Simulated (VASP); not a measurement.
The system is BiO6.

```
Bi O
1.0
     4.90014    0.00000    0.00000
     0.00000    4.90014    0.00000
     0.00000    0.00000    4.90014
Bi O
1 6
Direct
  0.00000 0.00000 0.00000
  0.12762 0.50000 0.50000
  0.50000 0.87238 0.50000
  0.50000 0.12762 0.50000
  0.87238 0.50000 0.50000
  0.50000 0.50000 0.12762
  0.50000 0.50000 0.87238
```

The cell was built by a generator and needn't be a form met in nature.

The cell isn't the ideal one: species swapped into the DyB6 type (Pm-3m, No. 221).

```yaml
Program: VASP 6.6.1
Task: relaxation of cell and atoms
Functional: PBE
Potentials_or_basis: VASP PAW PBE potentials, release 64 (Bi_d, O)
Cutoff: 600 eV
k_mesh: 8 × 8 × 8
Occupations: gaussian, width 0.1 eV
Spin: no spin polarisation
```

At the start: pressure 1.2 GPa; volume 16.81 Å³/atom.

Task: How do energy, volume and symmetry change on relaxing?

Result: Over 10 steps the energy falls by 3.1 meV/atom and the volume is 16.55 Å³/atom (-1.6 %); space group Pm-3m (No. 221, to 0.05 Å).

Step by step:
```csv
step,energy change (eV),largest force (eV/Å),pressure (GPa),volume (Å³)
1,0.0000,0.8393,1.17,117.66
2,0.3243,2.7995,-6.03,119.76
3,-0.0188,0.0070,-0.40,118.03
4,-0.0188,0.0166,-0.36,118.02
5,-0.0188,0.0317,-0.34,118.01
6,-0.0199,0.0286,-0.25,117.49
7,-0.0215,0.0208,0.02,115.95
8,-0.0215,0.0201,0.04,115.83
9,-0.0210,0.1280,-0.24,115.87
10,-0.0215,0.0001,0.00,115.83
```

Final structure:
```yaml
crystal:
  lattice:
    - [4.87465, 0.00000, 0.00000]
    - [0.00000, 4.87465, 0.00000]
    - [0.00000, 0.00000, 4.87465]
  atoms:
    - { symbol: Bi, position: [0.00000, 0.00000, 0.00000] }
    - { symbol: O, position: [0.12995, 0.50000, 0.50000] }
    - { symbol: O, position: [0.50000, 0.87005, 0.50000] }
    - { symbol: O, position: [0.50000, 0.12995, 0.50000] }
    - { symbol: O, position: [0.87005, 0.50000, 0.50000] }
    - { symbol: O, position: [0.50000, 0.50000, 0.12995] }
    - { symbol: O, position: [0.50000, 0.50000, 0.87005] }
```

Caveat: the standard files for N, O and F lose accuracy on very short bonds; an odd number of electrons without spin polarisation forces a metal; a magnetic or distorted state may lie lower.
